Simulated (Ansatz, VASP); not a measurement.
# Si2Ni: VASP beside Ansatz

Wanted: the spread between two codes on one cell, functional and k mesh. The cell is taken from a series of runs on this material, whose earlier steps may have relaxed, scaled, displaced or heated it; both programs get it as it stands.

Program: Ansatz 0.2.0. Level of theory: plane waves, with VASP 6.6.1 beside it; zone-centre phonons at PBEsol. Results are calculated unless marked as measured.

**1. The structure**

It takes space group Fm-3m (No. 225, cubic). Conventional cell: a = 5.461 Å, b = 5.461 Å, c = 5.461 Å, α = 90.00°, β = 90.00°, γ = 90.00°. Si has 4 Ni at 2.36 Å nearest. Nearest to Ni lie 8 Si at 2.36 Å. Farther neighbours are not listed.

Structure file:

```
Si Ni
1.0
     0.00000    2.73026    2.73026
     2.73026    0.00000    2.73026
     2.73026    2.73026    0.00000
Si Ni
2 1
Direct
  0.25000 0.25000 0.25000
  0.75000 0.75000 0.75000
  0.00000 0.00000 0.00000
```

**2. VASP: zone-centre phonons, PBEsol**

Second derivatives magnify differences that forces hide, and they need a tight electronic threshold.

Lines of VASP's logs that name or quote its potential files are left out, and so is its time.

File INCAR:

```
SYSTEM = Si2Ni
PREC = Accurate
ENCUT = 600
EDIFF = 1E-08
NELM = 120
ISMEAR = 1
SIGMA = 0.2
LREAL = .FALSE.
ALGO = Normal
GGA = PS
NBANDS = 15
LASPH = .TRUE.
LORBIT = 11
LWAVE = .FALSE.
LCHARG = .FALSE.
ISIF = 2
IBRION = 8
GGA_COMPAT = .FALSE.
KPAR = 2
```

File POSCAR:

```
Si2Ni
1.0
    0.0000000000      2.7302555257      2.7302555257
    2.7302555257      0.0000000000      2.7302555257
    2.7302555257      2.7302555257      0.0000000000
Si Ni
2 1
Direct
    0.2500000000      0.2500000000      0.2500000000
    0.7500000000      0.7500000000      0.7500000000
    0.0000000000      0.0000000000      0.0000000000
```

File KPOINTS:

```
Automatic mesh
0
Gamma
16 16 16
0 0 0
```

The projector-augmented-wave data sets are Si and Ni (PBE family, release 64).

Launch:

```sh
mpirun -np 2 vasp_std
```

Numbers of over 12 decimals in the logs are rounded to 6 here.

Log:

```text
[banner, memory and clock lines left out]
running    2 mpi-ranks, on    1 nodes
 distrk:  each k-point on    1 cores,    2 groups
 distr:  one band on    1 cores,    1 groups

 POSCAR found type information on POSCAR SiNi
 POSCAR found :  2 types and       3 ions
|                                                                             |
|               ----> ADVICE to this user running VASP <----                  |
|                                                                             |
|     You enforced a specific xc type in the INCAR file but a different       |
|     [... a line on the potential file left out ...]
|     I HOPE YOU KNOW WHAT YOU ARE DOING!                                     |
|                                                                             |

 LDA part: xc-table for (Slater+PW92), standard interpolation
 POSCAR, INCAR and KPOINTS ok, starting setup
 FFT: planning ... GRIDC
 FFT: planning ... GRID_SOFT
 FFT: planning ... GRID
 WAVECAR not read
 entering main loop
       N       E                     dE             d eps       ncg     rms          rms(c)
DAV:   1     0.699743411233E+02    0.69974E+02   -0.85951E+03  4358   0.137E+03
DAV:   2    -0.171347607357E+02   -0.87109E+02   -0.80462E+02  4658   0.238E+02
DAV:   3    -0.211170001802E+02   -0.39822E+01   -0.38977E+01  5688   0.548E+01
DAV:   4    -0.211854981295E+02   -0.68498E-01   -0.68374E-01  5106   0.679E+00
DAV:   5    -0.211873327080E+02   -0.18346E-02   -0.18344E-02  5798   0.118E+00    0.169E+01
DAV:   6    -0.265857415553E+02   -0.53984E+01   -0.48776E+01  4689   0.168E+02    0.265E+01
DAV:   7    -0.191446290928E+02    0.74411E+01   -0.14608E+01  5429   0.103E+02    0.426E+00
DAV:   8    -0.189990154402E+02    0.14561E+00   -0.21324E+00  6258   0.240E+01    0.260E+00
DAV:   9    -0.189572906140E+02    0.41725E-01   -0.29484E-01  5397   0.943E+00    0.727E-01
DAV:  10    -0.189540158374E+02    0.32748E-02   -0.10988E-02  6124   0.220E+00    0.315E-01
DAV:  11    -0.189538023731E+02    0.21346E-03   -0.12567E-03  6708   0.372E-01    0.573E-02
DAV:  12    -0.189538205215E+02   -0.18148E-04   -0.43246E-05  5311   0.567E-02    0.277E-02
DAV:  13    -0.189538148156E+02    0.57059E-05   -0.21806E-05  5739   0.115E-01    0.718E-03
DAV:  14    -0.189538146386E+02    0.17703E-06   -0.18620E-06  5281   0.175E-02    0.311E-03
DAV:  15    -0.189538146584E+02   -0.19864E-07   -0.24058E-07  6667   0.105E-02    0.427E-04
DAV:  16    -0.189538147074E+02   -0.48935E-07   -0.32435E-08  4419   0.134E-03    0.262E-04
DAV:  17    -0.189538147112E+02   -0.38785E-08   -0.23646E-10  2917   0.176E-04
   1 F= -.18953815E+02 E0= -.18953483E+02  d E =-.993857E-03
 Linear response reoptimize wavefunctions to high precision
DAV:   1    -0.189538147130E+02   -0.17797E-08   -0.92499E-11  3141   0.201E-04
DAV:   2    -0.189538147131E+02   -0.33879E-10   -0.57595E-11  2686   0.774E-05
 Linear response DOF=           2
 Linear response progress:
  Degree of freedom:   1/  2
       N       E                     dE             d eps       ncg     rms          rms(c)
RMM:   1    -0.199612274639E-01   -0.19961E-01    0.28870E-02 46690   0.118E+00
RMM:   2    -0.174412918133E-01    0.25199E-02   -0.10426E-03 27700   0.510E-01    0.874E-02
RMM:   3    -0.176008710229E-01   -0.15958E-03   -0.41825E-04 31108   0.143E-01    0.480E-02
RMM:   4    -0.177354603055E-01   -0.13459E-03   -0.58679E-05 29716   0.544E-02    0.783E-03
RMM:   5    -0.177241794924E-01    0.11281E-04   -0.29649E-06 32268   0.140E-02    0.456E-03
RMM:   6    -0.177107914815E-01    0.13388E-04   -0.47722E-07 32696   0.504E-03    0.659E-04
RMM:   7    -0.177144408028E-01   -0.36493E-05   -0.20344E-07 31887   0.163E-03    0.468E-04
RMM:   8    -0.177140696229E-01    0.37118E-06   -0.57443E-09 30593   0.750E-04    0.310E-04
RMM:   9    -0.177132282250E-01    0.84140E-06    0.20770E-08 31844   0.354E-04    0.558E-05
RMM:  10    -0.177133232191E-01   -0.94994E-07   -0.12017E-08 33200   0.101E-04    0.159E-05
RMM:  11    -0.177132127236E-01    0.11050E-06   -0.17513E-11 33191   0.414E-05    0.533E-06
RMM:  12    -0.177132165270E-01   -0.38034E-08   -0.93354E-10 33943   0.160E-05    0.185E-06
 first order change of Fermi-energy   0.19890E-05
 force on displaced ion       1 direction 1 :  -6.889  -0.000  -0.000
 Linear response progress:
  Degree of freedom:   2/  2
       N       E                     dE             d eps       ncg     rms          rms(c)
RMM:   1    -0.191886961858E+00   -0.19189E+00   -0.11340E-01 16566   0.253E+00
RMM:   2    -0.187844262960E+00    0.40427E-02   -0.24238E-03 14922   0.604E-01    0.196E-01
RMM:   3    -0.187698118325E+00    0.14614E-03   -0.31064E-04 16547   0.132E-01    0.115E-01
RMM:   4    -0.188277643512E+00   -0.57953E-03   -0.35116E-04 17254   0.130E-01    0.752E-03
RMM:   5    -0.188239180740E+00    0.38463E-04   -0.62131E-06 17830   0.247E-02    0.520E-03
RMM:   6    -0.188233409740E+00    0.57710E-05   -0.68145E-07 15703   0.937E-03    0.374E-03
RMM:   7    -0.188219131565E+00    0.14278E-04   -0.27918E-07 17852   0.522E-03    0.623E-04
RMM:   8    -0.188214160772E+00    0.49708E-05   -0.13402E-08 18428   0.103E-03    0.260E-04
RMM:   9    -0.188211532328E+00    0.26284E-05   -0.81850E-10 17680   0.276E-04    0.387E-05
RMM:  10    -0.188211200090E+00    0.33224E-06   -0.30106E-10 18766   0.853E-05    0.132E-05
RMM:  11    -0.188211162093E+00    0.37997E-07   -0.43691E-11 18651   0.346E-05    0.431E-06
RMM:  12    -0.188211109998E+00    0.52095E-07    0.28714E-10 19049   0.135E-05    0.123E-06
RMM:  13    -0.188211117818E+00   -0.78201E-08   -0.43821E-11 18088   0.793E-06    0.320E-07
 first order change of Fermi-energy  -0.38102E-03
 force on displaced ion       3 direction 1 :  -8.646   0.000   0.000
 Linear response finished
```

Parts of OUTCAR (step 2):

```text
ion  position               nearest neighbor table
   1  0.250  0.250  0.250-   3 2.36   3 2.36   3 2.36   3 2.36   2 2.73   2 2.73   2 2.73   2 2.73
                             2 2.73   2 2.73
   2  0.750  0.750  0.750-   3 2.36   3 2.36   3 2.36   3 2.36   1 2.73   1 2.73   1 2.73   1 2.73
                             1 2.73   1 2.73
   3  0.000  0.000  0.000-   2 2.36   1 2.36   2 2.36   1 2.36   2 2.36   2 2.36   1 2.36   1 2.36

  LATTYP: Found a face centered cubic cell.
 ALAT       =     5.4605110514

 Subroutine GETGRP returns: Found 48 space group operations
 (whereof 48 operations were pure point group operations)

The static configuration has the point symmetry O_h .

 Found    145 irreducible k-points:

   k-points           NKPTS =    145   k-points in BZ     NKDIM =    145   number of bands    NBANDS=     15

   dimension x,y,z NGX =    32 NGY =   32 NGZ =   32
   dimension x,y,z NGXF=    64 NGYF=   64 NGZF=   64

   ENCUT  =  600.0 eV  44.10 Ry    6.64 a.u.   7.71  7.71  7.71*2*pi/ulx,y,z

   NELECT =      18.0000    total number of electrons

 k-points in reciprocal lattice and weights: Automatic mesh
   0.00000000  0.00000000  0.00000000       0.000
   0.06250000  0.00000000  0.00000000       0.002
   0.12500000  0.00000000  0.00000000       0.002
   0.18750000  0.00000000  0.00000000       0.002
   0.25000000  0.00000000  0.00000000       0.002
   0.31250000  0.00000000  0.00000000       0.002
   0.37500000  0.00000000  0.00000000       0.002
   0.43750000  0.00000000  0.00000000       0.002
   0.50000000  0.00000000  0.00000000       0.001
[...]
-0.31250000  0.50000000  0.18750000       0.003
  -0.25000000  0.50000000  0.25000000       0.001

 average (electrostatic) potential at core
       1 -80.0688       2 -80.0688       3 -82.4376

  Total       -1.4105385     -1.4105385     -1.4105385     -0.0000000     -0.0000000      0.0000000
  in kB      -55.5207905    -55.5207905    -55.5207905     -0.0000000     -0.0000000      0.0000000
  external PRESSURE =     -55.5207905 kB  Pullay stress =       0.0000000 kB

  energy-cutoff  :      600.00
  volume of cell :       40.70
      direct lattice vectors                 reciprocal lattice vectors
     0.000000000  2.730255526  2.730255526    -0.183133042  0.183133042  0.183133042
     2.730255526  0.000000000  2.730255526     0.183133042 -0.183133042  0.183133042
     2.730255526  2.730255526  0.000000000     0.183133042  0.183133042 -0.183133042

 POSITION                                       TOTAL-FORCE (eV/Angst)
 -----------------------------------------------------------------------------------
      1.36513      1.36513      1.36513        -0.000000     -0.000000     -0.000000
      4.09538      4.09538      4.09538         0.000000      0.000000     -0.000000
      0.00000      0.00000      0.00000         0.000000     -0.000000      0.000000
 -----------------------------------------------------------------------------------
    total drift:                                0.000000     -0.000000      0.000000

 Eigenvectors and eigenvalues of the dynamical matrix
 ----------------------------------------------------

   1 f  =    9.061498 THz    56.935071 2PiTHz  302.259039 cm-1    37.475328 meV
             X         Y         Z           dx          dy          dz
      1.365128  1.365128  1.365128     0.696080   -0.116175    0.044453
      4.095383  4.095383  4.095383    -0.696080    0.116175   -0.044453
      0.000000  0.000000  0.000000     0.000000   -0.000000    0.000000

   2 f  =    9.061498 THz    56.935071 2PiTHz  302.259039 cm-1    37.475328 meV
             X         Y         Z           dx          dy          dz
      1.365128  1.365128  1.365128     0.071319    0.579782    0.398456
      4.095383  4.095383  4.095383    -0.071319   -0.579782   -0.398456
      0.000000  0.000000  0.000000    -0.000000    0.000000    0.000000

   3 f  =    9.061498 THz    56.935071 2PiTHz  302.259039 cm-1    37.475328 meV
             X         Y         Z           dx          dy          dz
      1.365128  1.365128  1.365128    -0.101913   -0.387758    0.582458
      4.095383  4.095383  4.095383     0.101913    0.387758   -0.582458
      0.000000  0.000000  0.000000    -0.000000    0.000000    0.000000

   4 f  =    8.590334 THz    53.974659 2PiTHz  286.542692 cm-1    35.526750 meV
             X         Y         Z           dx          dy          dz
      1.365128  1.365128  1.365128     0.000000   -0.000000    0.506015
      4.095383  4.095383  4.095383    -0.000000   -0.000000    0.506015
      0.000000  0.000000  0.000000     0.000000    0.000000   -0.698497

   5 f  =    8.590334 THz    53.974659 2PiTHz  286.542692 cm-1    35.526750 meV
             X         Y         Z           dx          dy          dz
      1.365128  1.365128  1.365128    -0.000000   -0.506015   -0.000000
      4.095383  4.095383  4.095383    -0.000000   -0.506015   -0.000000
      0.000000  0.000000  0.000000     0.000000    0.698497    0.000000

   6 f  =    8.590334 THz    53.974659 2PiTHz  286.542692 cm-1    35.526750 meV
             X         Y         Z           dx          dy          dz
      1.365128  1.365128  1.365128     0.506015    0.000000   -0.000000
      4.095383  4.095383  4.095383     0.506015   -0.000000    0.000000
      0.000000  0.000000  0.000000    -0.698497    0.000000    0.000000

   7 f/i=    0.009725 THz     0.061104 2PiTHz    0.324389 cm-1     0.040219 meV
             X         Y         Z           dx          dy          dz
      1.365128  1.365128  1.365128     0.437202    0.229335   -0.014448
      4.095383  4.095383  4.095383     0.437202    0.229335   -0.014448
      0.000000  0.000000  0.000000     0.633448    0.332276   -0.020933

   8 f/i=    0.009725 THz     0.061104 2PiTHz    0.324389 cm-1     0.040219 meV
             X         Y         Z           dx          dy          dz
      1.365128  1.365128  1.365128    -0.217988    0.404104   -0.182017
      4.095383  4.095383  4.095383    -0.217988    0.404104   -0.182017
      0.000000  0.000000  0.000000    -0.315836    0.585493   -0.263719

   9 f/i=    0.009725 THz     0.061104 2PiTHz    0.324389 cm-1     0.040219 meV
             X         Y         Z           dx          dy          dz
      1.365128  1.365128  1.365128     0.072694   -0.167495   -0.458923
      4.095383  4.095383  4.095383     0.072694   -0.167495   -0.458923
      0.000000  0.000000  0.000000     0.105324   -0.242678   -0.664918

 ELASTIC MODULI CONTR FROM IONIC RELAXATION (kBar)
 Direction    XX          YY          ZZ          XY          YZ          ZX
 --------------------------------------------------------------------------------
 XX          -0.0000     -0.0000     -0.0000      0.0000      0.0000      0.0000
 YY          -0.0000     -0.0000      0.0000     -0.0000      0.0000      0.0000
 ZZ          -0.0000      0.0000     -0.0000      0.0000      0.0000     -0.0000
 XY           0.0000     -0.0000      0.0000   -322.1956     -0.0000      0.0000
 YZ           0.0000      0.0000      0.0000     -0.0000   -322.1956     -0.0000
 ZX           0.0000      0.0000     -0.0000      0.0000     -0.0000   -322.1956
 --------------------------------------------------------------------------------
```

This run has no spin polarisation, so a moment on Ni, if there is one, isn't seen.

[end of part 1 of 2]

[Lines on the potential files, build, host, timing and source positions are cut from VASP's logs without a mark.]

[Logs are printed without paths, hosts, clocks, repeated set-up lines and the standing remarks that a program may print on its own settings, such as how far it seeks lower states.]

[Hosts, paths, dates, database ids (printed as entryN), source tags and the programs' standing remarks are cut or masked in the printed files.]
